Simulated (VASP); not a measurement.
# BN: structure and properties in VASP, part 3 of 4

Wanted: the relaxed cell of BN and its properties. The start is a cell from a database of measured crystal structures.

VASP 6.6.1; PBE with D3(BJ); plane waves and PAW (B, N).

So far, gap on the k-mesh (eV): step 3 (relaxing cell and atoms (PBE + D3(BJ))) 5.38. The relaxed cell has a = 2.542, c = 4.205 Å (conventional setting).

The database entry behind the starting cell has ideal inner coordinates that were not refined, so it need not match the best structure at ambient conditions.

### Step 6. Total and projected DOS (PBE + D3(BJ))

A density of states needs more k-points than a total energy, and tetrahedra (ISMEAR = -5) or a smearing that fits the mesh; LORBIT projects the states on the PAW spheres. The mesh is finer than in the run before.

The input, INCAR:

```
SYSTEM = BN
PREC = Accurate
ENCUT = 520
EDIFF = 1E-06
NELM = 100
ISMEAR = -5
SIGMA = 0.05
LREAL = .FALSE.
ALGO = Normal
GGA = PE
IVDW = 12
NBANDS = 22
LORBIT = 11
LWAVE = .FALSE.
LCHARG = .FALSE.
KPAR = 4
NEDOS = 2001
```

The input, POSCAR:

```
BN
1.0
    2.5424592805      0.0000000000      0.0000000000
   -1.2712296403      2.2018343250      0.0000000000
    0.0000000000      0.0000000000      4.2045635586
B N
2 2
Direct
    0.6666666667      0.3333333333      0.0002552075
    0.3333333333      0.6666666667      0.5002552075
    0.6666666667      0.3333333333      0.3747447925
    0.3333333333      0.6666666667      0.8747447925
```

The input, KPOINTS:

```
Automatic mesh
0
Gamma
15 15 8
0 0 0
```

Potentials, in the order of the species: B and N (PBE family, release 64).

On the command line:

```console
> mpirun -np 4 vasp_std
```

The program printed:

```text
[... set-up lines as in an earlier step ...]
 entering main loop
       N       E                     dE             d eps       ncg     rms          rms(c)
DAV:   1     0.391564405201E+02    0.39156E+02   -0.77976E+03  5948   0.710E+02
DAV:   2    -0.348218933280E+02   -0.73978E+02   -0.69903E+02  7486   0.197E+02
DAV:   3    -0.367790385398E+02   -0.19571E+01   -0.19430E+01  7142   0.270E+01
DAV:   4    -0.367824323966E+02   -0.33939E-02   -0.33938E-02  6474   0.125E+00
DAV:   5    -0.367824363751E+02   -0.39785E-05   -0.39785E-05  7074   0.410E-02    0.952E+00
DAV:   6    -0.349959095341E+02    0.17865E+01   -0.13009E+00  6288   0.992E+00    0.454E+00
DAV:   7    -0.348536891541E+02    0.14222E+00   -0.28029E-01  6914   0.349E+00    0.277E+00
DAV:   8    -0.348262907291E+02    0.27398E-01   -0.40828E-02  6892   0.138E+00    0.249E-01
DAV:   9    -0.348257263481E+02    0.56438E-03   -0.10769E-03  6302   0.345E-01    0.142E-01
DAV:  10    -0.348259896318E+02   -0.26328E-03   -0.30305E-04  6296   0.121E-01    0.204E-02
DAV:  11    -0.348259993095E+02   -0.96776E-05   -0.11995E-05  7020   0.312E-02    0.163E-02
DAV:  12    -0.348259996327E+02   -0.32321E-06   -0.28489E-06  6384   0.147E-02
   1 F= -.35665894E+02 E0= -.35665894E+02  d E =0.000000E+00
```

Run time: 7.6 s. Hardware: 4 MPI ranks of Intel Xeon 6975P-C (Granite Rapids), shared host; peak memory 0.73 GiB; 28 s of CPU time.

OUTCAR, selected parts (step 6):

```text
   k-points           NKPTS =    135   k-points in BZ     NKDIM =    135   number of bands    NBANDS=     22

   NELECT =      16.0000    total number of electrons

 E-fermi :   7.6330

 k-point     2 :       0.0667    0.0000    0.0000
  band No.  band energies     occupation
    ...
      4       5.0202      2.00000
      5       5.2884      2.00000
      6       7.2149      2.00000
      7       7.2570      2.00000
      8       7.5077      2.00000
      9      15.8241      0.00000
     10      16.1956      0.00000
     11      16.4314      0.00000
     12      17.5038      0.00000
     13      18.7897      0.00000
    ...

 Edisp (eV)   -0.83989

  Total      -0.00682    -0.00682    -0.00800     0.00000     0.00000     0.00000
  in kB      -0.46434    -0.46434    -0.54468     0.00000     0.00000     0.00000
  external pressure =       -0.49 kB  Pullay stress =        0.00 kB

 POSITION                                       TOTAL-FORCE (eV/Angst)
 -----------------------------------------------------------------------------------
      1.27123      0.73394      0.00107         0.000000     -0.000000     -0.000766
     -0.00000      1.46789      2.10335         0.000000      0.000000     -0.000766
      1.27123      0.73394      1.57564         0.000000      0.000000      0.000766
     -0.00000      1.46789      3.67792        -0.000000     -0.000000      0.000766
 -----------------------------------------------------------------------------------
    total drift:                               -0.000000     -0.000000     -0.000410

  FREE ENERGIE OF THE ION-ELECTRON SYSTEM (eV)
  ---------------------------------------------------
  free  energy   TOTEN  =       -35.6658941258 eV

  energy  without entropy=      -35.6658941258  energy(sigma->0) =      -35.66589413

[... 9 parts as in an earlier step ...]

[... 7 further parts left out ...]
```

This step gave:

* irreducible k-points: 135
* Fermi energy: 7.633 eV
* pressure: -0.04911 GPa
* least direct gap at k: 0.1333, 0, 0
* gap on the k-mesh: 5.180 eV
* least direct gap on the k-mesh: 8.300 eV

The density of states has structure finer than the step of the table below, so its rows give means over 1 eV, whole bins alone (the curve runs from -12.0 to 13.1 eV). Peaks (eV: height): total -3.1: 2.68, 9.0: 1.71, 10.6: 3.38, 12.7: 2.31; N p -9.1: 0.582, -7.6: 0.541, -3.1: 1.42, 12.7: 0.478; B p -3.1: 0.652, 9.3: 0.621, 10.6: 1.02, 12.7: 0.617; B s -9.1: 0.300, -7.7: 0.239, 10.6: 0.322, 12.7: 0.259; N s 7.2: 0.122, 10.6: 0.132, 11.1: 0.145, 12.7: 0.137.

States under -12.0 eV and over 13.1 eV are left out. Table of density of states by energy, zero at the valence-band top; means over each step; values in states/eV/cell:

| energy (eV) | total | N p | B p | B s | N s |
| --- | --- | --- | --- | --- | --- |
| -11 | 0.0163 | 0.00524 | 0.00209 | 0.00307 | 1.8e-4 |
| -10 | 0.456 | 0.154 | 0.0503 | 0.0938 | 0.0104 |
| -9 | 1.35 | 0.469 | 0.172 | 0.244 | 0.0440 |
| -8 | 1.09 | 0.394 | 0.146 | 0.180 | 0.0572 |
| -7 | 1.01 | 0.392 | 0.170 | 0.123 | 0.0451 |
| -6 | 1.18 | 0.493 | 0.231 | 0.102 | 0.0399 |
| -5 | 1.42 | 0.643 | 0.317 | 0.0785 | 0.0320 |
| -4 | 1.71 | 0.831 | 0.396 | 0.0611 | 0.0248 |
| -3 | 2.08 | 1.10 | 0.492 | 0.0362 | 0.0165 |
| -2 | 1.13 | 0.645 | 0.241 | 0.0103 | 0.00697 |
| -1 | 0.483 | 0.302 | 0.0843 | 0.00163 | 0.00186 |
| 0 | 0.0672 | 0.0453 | 0.00897 | 4.1e-5 | 9.1e-5 |
| 1 | 0 | 0 | 0 | 0 | 0 |
| 2 | 0 | 0 | 0 | 0 | 0 |
| 3 | 0 | 0 | 0 | 0 | 0 |
| 4 | 0 | 0 | 0 | 0 | 0 |
| 5 | 0.00503 | 4.7e-4 | 0.00100 | 0 | 0 |
| 6 | 0.0949 | 0.0114 | 0.0189 | 2.5e-4 | 3.7e-4 |
| 7 | 1.01 | 0.0835 | 0.212 | 0.0652 | 0.0815 |
| 8 | 1.32 | 0.126 | 0.363 | 0.0624 | 0.103 |
| 9 | 1.34 | 0.149 | 0.465 | 0.0494 | 0.0747 |
| 10 | 1.04 | 0.115 | 0.361 | 0.0841 | 0.0538 |
| 11 | 2.27 | 0.297 | 0.681 | 0.209 | 0.122 |
| 12 | 1.53 | 0.273 | 0.416 | 0.171 | 0.0919 |

The gap on this mesh is 5.18 eV. In the top eV of the valence band the largest shares in the PAW spheres are N p 65 % and B p 15 %. The rest lies in smaller channels or between the spheres.

### Step 7. Electric field gradients (PBE + D3(BJ))

Field gradients probe how far the charge around each nucleus departs from cubic symmetry; LASPH keeps the non-spherical terms inside the spheres.

The input, INCAR:

```
SYSTEM = BN
PREC = Accurate
ENCUT = 520
EDIFF = 1E-07
NELM = 100
ISMEAR = 0
SIGMA = 0.05
LREAL = .FALSE.
ALGO = Normal
GGA = PE
IVDW = 12
NBANDS = 14
LORBIT = 11
LWAVE = .FALSE.
LCHARG = .FALSE.
KPAR = 4
LEFG = .TRUE.
LASPH = .TRUE.
```

POSCAR is that of step 6.

The input, KPOINTS:

```
Automatic mesh
0
Gamma
10 10 5
0 0 0
```

On the command line:

```console
> mpirun -np 4 vasp_std
```

The program printed:

```text
[... set-up lines as in an earlier step ...]
 entering main loop
       N       E                     dE             d eps       ncg     rms          rms(c)
DAV:   1     0.438794618124E+02    0.43879E+02   -0.85582E+03  1176   0.111E+03
DAV:   2    -0.341697754598E+02   -0.78049E+02   -0.73180E+02  1628   0.250E+02
DAV:   3    -0.367719974836E+02   -0.26022E+01   -0.25928E+01  1644   0.431E+01
DAV:   4    -0.367823420705E+02   -0.10345E-01   -0.10344E-01  1248   0.301E+00
DAV:   5    -0.367824170410E+02   -0.74970E-04   -0.74969E-04  1590   0.233E-01    0.952E+00
DAV:   6    -0.349981810133E+02    0.17842E+01   -0.35748E+00  1488   0.156E+01    0.455E+00
DAV:   7    -0.348556209222E+02    0.14256E+00   -0.27859E-01  1356   0.458E+00    0.275E+00
DAV:   8    -0.348267794066E+02    0.28842E-01   -0.63624E-02  1296   0.218E+00    0.243E-01
DAV:   9    -0.348257201662E+02    0.10592E-02   -0.22606E-03  1554   0.505E-01    0.130E-01
DAV:  10    -0.348259747952E+02   -0.25463E-03   -0.41187E-04  1380   0.178E-01    0.262E-02
DAV:  11    -0.348259809024E+02   -0.61072E-05   -0.52531E-05  1518   0.634E-02    0.143E-02
DAV:  12    -0.348259818122E+02   -0.90977E-06   -0.74024E-06  1494   0.265E-02    0.202E-03
DAV:  13    -0.348259819345E+02   -0.12236E-06   -0.18901E-07  1130   0.479E-03    0.851E-04
DAV:  14    -0.348259819486E+02   -0.14079E-07   -0.11585E-08   732   0.128E-03
ion   1
     0.0000000    -0.0000000    -0.0000000    -0.5894783     0.0000000     0.0000000
     0.0000257    -0.0000000    -0.0000000    -0.5894783     0.0000000     0.0000000
     0.0000354    -0.0000000    -0.0000000    -0.5894783     0.0000000     0.0000000
     0.0000487    -0.0000000    -0.0000000    -0.5894783     0.0000000     0.0000000
     0.0000671    -0.0000000    -0.0000000    -0.5894783     0.0000000     0.0000000

     0.0000000    -0.0000000    -0.0000000    -0.8293536     0.0000000     0.0000000
     0.0000257    -0.0000000    -0.0000000    -0.8293536     0.0000000     0.0000000
     0.0000354    -0.0000000    -0.0000000    -0.8293535     0.0000000     0.0000000
     0.0000487    -0.0000000    -0.0000000    -0.8293535     0.0000000     0.0000000
     0.0000671    -0.0000000    -0.0000000    -0.8293534     0.0000000     0.0000000

ion   2
     0.0000000    -0.0000000     0.0000000    -0.5894783    -0.0000000     0.0000000
     0.0000257    -0.0000000     0.0000000    -0.5894783    -0.0000000     0.0000000
     0.0000354    -0.0000000     0.0000000    -0.5894783    -0.0000000     0.0000000
     0.0000487    -0.0000000     0.0000000    -0.5894783    -0.0000000     0.0000000
     0.0000671    -0.0000000     0.0000000    -0.5894783    -0.0000000     0.0000000

     0.0000000    -0.0000000     0.0000000    -0.8293536    -0.0000000     0.0000000
     0.0000257    -0.0000000     0.0000000    -0.8293536    -0.0000000     0.0000000
     0.0000354    -0.0000000     0.0000000    -0.8293535    -0.0000000     0.0000000
     0.0000487    -0.0000000     0.0000000    -0.8293535    -0.0000000     0.0000000
     0.0000671    -0.0000000     0.0000000    -0.8293534    -0.0000000     0.0000000

ion   3
     0.0000000    -0.0000000    -0.0000000    -1.7935802    -0.0000000     0.0000000
     0.0000281    -0.0000000    -0.0000000    -1.7935802    -0.0000000     0.0000000
     0.0000381    -0.0000000    -0.0000000    -1.7935802    -0.0000000     0.0000000
     0.0000517    -0.0000000    -0.0000000    -1.7935802    -0.0000000     0.0000000
     0.0000701    -0.0000000    -0.0000000    -1.7935802    -0.0000000     0.0000000

     0.0000000    -0.0000000    -0.0000000    -3.8253487    -0.0000000     0.0000000
     0.0000281    -0.0000000    -0.0000000    -3.8253482    -0.0000000     0.0000000
     0.0000381    -0.0000000    -0.0000000    -3.8253478    -0.0000000     0.0000000
     0.0000517    -0.0000000    -0.0000000    -3.8253471    -0.0000000     0.0000000
     0.0000701    -0.0000000    -0.0000000    -3.8253461    -0.0000000     0.0000000

ion   4
     0.0000000    -0.0000000    -0.0000000    -1.7935802     0.0000000     0.0000000
     0.0000281    -0.0000000    -0.0000000    -1.7935802     0.0000000     0.0000000
     0.0000381    -0.0000000    -0.0000000    -1.7935802     0.0000000     0.0000000
     0.0000517    -0.0000000    -0.0000000    -1.7935802     0.0000000     0.0000000
     0.0000701    -0.0000000    -0.0000000    -1.7935802     0.0000000     0.0000000

     0.0000000    -0.0000000    -0.0000000    -3.8253487     0.0000000     0.0000000
     0.0000281    -0.0000000    -0.0000000    -3.8253482     0.0000000     0.0000000
     0.0000381    -0.0000000    -0.0000000    -3.8253478     0.0000000     0.0000000
     0.0000517    -0.0000000    -0.0000000    -3.8253471     0.0000000     0.0000000
     0.0000701    -0.0000000    -0.0000000    -3.8253461     0.0000000     0.0000000

   1 F= -.35665876E+02 E0= -.35665876E+02  d E =-.279686E-14
```

Run time: 3.4 s. Hardware: 4 MPI ranks; peak memory 0.55 GiB.

From OUTCAR (step 7):

```text
   NELECT =      16.0000    total number of electrons

 E-fermi :   7.8563

 k-point     1 :       0.0000    0.0000    0.0000
  band No.  band energies     occupation
    ...
      4       5.4744      2.00000
      5       5.4744      2.00000
      6       7.3341      2.00000
      7       7.6092      2.00000
      8       7.6092      2.00000
      9      15.9966      0.00000
     10      15.9966      0.00000
     11      16.2473      0.00000
     12      17.1868      0.00000
     13      18.4487      0.00000
    ...

 Edisp (eV)   -0.83989

  Total      -0.00967    -0.00967    -0.00517     0.00000     0.00000     0.00000
  in kB      -0.65796    -0.65796    -0.35219     0.00000     0.00000     0.00000
  external pressure =       -0.56 kB  Pullay stress =        0.00 kB

 POSITION                                       TOTAL-FORCE (eV/Angst)
 -----------------------------------------------------------------------------------
      1.27123      0.73394      0.00107        -0.000000     -0.000000     -0.001786
     -0.00000      1.46789      2.10335         0.000000     -0.000000     -0.001786
      1.27123      0.73394      1.57564         0.000000      0.000000      0.001786
     -0.00000      1.46789      3.67792        -0.000000     -0.000000      0.001786
 -----------------------------------------------------------------------------------
    total drift:                               -0.000000     -0.000000     -0.000079

  FREE ENERGIE OF THE ION-ELECTRON SYSTEM (eV)
  ---------------------------------------------------
  free  energy   TOTEN  =       -35.6658764417 eV

  energy  without entropy=      -35.6658764417  energy(sigma->0) =      -35.66587644

 Electric field gradients after diagonalization (V/A^2)
 (convention: |V_zz| > |V_xx| > |V_yy|)
----------------------------------------------------------------------
 ion       V_xx      V_yy      V_zz     asymmetry (V_yy - V_xx)/ V_zz
----------------------------------------------------------------------
   1      -0.433    -0.433     0.866       0.000
   2      -0.433    -0.433     0.866       0.000
   3      -2.307    -2.304     4.611       0.001
   4      -2.307    -2.304     4.611       0.001
----------------------------------------------------------------------

[... 10 parts as in an earlier step ...]

[... 7 further parts left out ...]
```

This step gave:

```yaml
scf_cycles: 14
bands: 14
irreducible_k_points: 42
fermi_energy: 7.856 eV
pressure: -0.05560 GPa
conduction_bottom_at_k: 0.3, 0.3, 0
least_direct_gap_at_k: 0.1, 0, 0
gap_on_the_k_mesh: 5.376 eV
least_direct_gap_on_the_k_mesh: 8.296 eV
```

Electric field gradients, by row:

| atom | Vxx (V/Å²) | Vyy (V/Å²) | Vzz (V/Å²) | asymmetry |
| --- | --- | --- | --- | --- |
| B1 | -0.433 | -0.433 | 0.866 | 0 |
| B2 | -0.433 | -0.433 | 0.866 | 0 |
| N3 | -2.307 | -2.304 | 4.611 | 0.001 |
| N4 | -2.307 | -2.304 | 4.611 | 0.001 |

The largest gradient, 4.61 V/Å², sits on N3 and like sites; times the quadrupole moment of a nucleus that has one, it gives the coupling that NMR and NQR see.

(Continued in part 4 of 4.)

[Lines on the potential files, build, host, timing and source positions are cut from VASP's logs without a mark.]

[Logs are printed without paths, hosts, clocks, repeated set-up lines and the standing remarks that a program may print on its own settings, such as how far it seeks lower states.]

[Hosts, paths, dates, database ids (printed as entryN), source tags and the programs' standing remarks are cut or masked in the printed files.]

[A measured line is paired with the nearest computed mode of its activity, which favours agreement.]

[In band tables of VASP the shares of atoms and orbitals are scaled to a sum of 1 inside the atoms' spheres.]
